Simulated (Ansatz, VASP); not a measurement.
One calculation of CaTl2Si2, two programs

The input INCAR:

```
PREC = Accurate ; ENCUT = 520
EDIFF = 1E-6 ; ISMEAR = 1
SIGMA = 0.05 ; LREAL = F
LASPH = T ; NELM = 100
ALGO = Fast ; ISIF = 2
LWAVE = F ; LCHARG = F
GGA = CA ; NBANDS = 30
```

The input KPOINTS:

```
Automatic mesh
0
Gamma
  4 4 4
```

File POSCAR:

```
CaTl2Si2
1.0
    0.0000000000      4.5639340000      0.0000000000
    4.5639340000      0.0000000000      0.0000000000
    2.2819670000      2.2819670000     -5.6484330000
Si Ca Tl
2 1 2
Direct
    0.3840000000      0.3840000000      0.2320000000
    0.6160000000      0.6160000000      0.7680000000
    0.0000000000      0.0000000000      0.0000000000
    0.7500000000      0.2500000000      0.5000000000
    0.2500000000      0.7500000000      0.5000000000
```

Input for Ansatz:

```yaml
crystal:
  lattice:
    - [0.0, 4.563934, 0.0]
    - [4.563934, 0.0, 0.0]
    - [2.281967, 2.281967, -5.648433]
  atoms:
    - { symbol: Si, position: [0.384, 0.384, 0.232] }
    - { symbol: Si, position: [0.616, 0.616, 0.768] }
    - { symbol: Ca, position: [0.0, 0.0, 0.0] }
    - { symbol: Tl, position: [0.75, 0.25, 0.5] }
    - { symbol: Tl, position: [0.25, 0.75, 0.5] }
  symmetry: { tolerance: 0.0003 }
kpoints:
  mp_grid: { grid: [4, 4, 4], shift: [0, 0, 0] }
magnetization:
  spin_polarized: false
scf:
  occupations: { method: cold, width: 0.05 }
hamiltonian:
  pseudopotentials: { kind: paw }
  xc: lda
basis:
  ecutwfc: 500
output:
  forces: true
  stress: true
  eigenvalues: true
  write_density: true
  write_potential: true
  elf: true
  volumetric_format: npy
```

The cell was built by a generator and needn't be a form met in nature.

Alike in both runs: task single point; functional LDA; k mesh 4 × 4 × 4; no spin polarisation.

|  | VASP | Ansatz |
| --- | --- | --- |
| version | VASP 6.6.1 | Ansatz 0.2.0 |
| potentials or method | VASP PAW LDA potentials, release 64 (Si, Ca_sv, Tl_d) | PAW plane waves |
| plane-wave cutoff (eV) | 520 | 500 |
| occupations | methfessel-paxton of order 1, width 0.05 eV | cold, width 0.05 eV |
| valence electrons in the cell | 44 | 44 |

```csv
,VASP,Ansatz,Ansatz less VASP
gap on the k mesh at the Fermi level (eV),none,none,-
pressure (GPa),2.0,1.9,-0.12
largest component of the traceless stress (GPa),3.30,3.33,+0.025
rms of the force components (eV/Å),0.602,0.596,-0.0059
```

Atom by atom the forces differ by 0.006 eV/Å (rms over components). A gap of «none» marks a metal or a gap that the smearing closes.

Caveats: the k mesh is coarse (spacing up to 0.37 Å⁻¹), so the values aren't converged; forces of over 1 eV/Å show positions far from the minimum, so gaps and moduli don't describe the material at rest. The runs have no spin-orbit coupling, so splittings on Tl are missing.
